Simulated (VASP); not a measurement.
ScIr, 2 atoms in the cell. Symmetry: Pm-3m, No. 221, cubic system. The conventional cell has a = 3.146 Å, b = 3.146 Å, c = 3.146 Å, α = 90.00°, β = 90.00°, γ = 90.00°. Around Sc (site symmetry m-3m) lie 8 Ir at 2.72 Å. Ir (site symmetry m-3m) has 8 Sc at 2.72 Å as nearest neighbours. 

* Program: VASP 6.6.1
* Task: single point
* Functional: r2SCAN
* Potentials or basis: VASP PAW PBE potentials, release 64 (Sc_sv, Ir)
* Cutoff: 520 eV
* k mesh: 14 × 14 × 14
* Occupations: gaussian, width 0.1 eV
* Spin: no spin polarisation
* Dipole correction: no
* Further INCAR settings: ALGO = Normal; EDIFF = 1e-07; NBANDS = 17

Potentials or basis: VASP PAW PBE potentials, release 64 (Sc_sv, Ir).

The run is started by

```sh
$ cat potpaw_PBE.64/Sc_sv/POTCAR potpaw_PBE.64/Ir/POTCAR > POTCAR
$ cp INCAR.step1 INCAR
$ mpirun -np 1 vasp_std > vasp.out
$ cp INCAR.step2 INCAR
$ mpirun -np 1 vasp_std > vasp.out
```

Hardware: 1 thread of Intel(R) Xeon(R) Platinum 8559C (Emerald Rapids), with other jobs on the host.

Problem. Estimate the wall time of this run.

Solution. Run time: 72 s on 1 thread of Intel(R) Xeon(R) Platinum 8559C (Emerald Rapids), on a shared host, peak memory 0.19 GiB. Counts: scf iterations 10, k points 120.
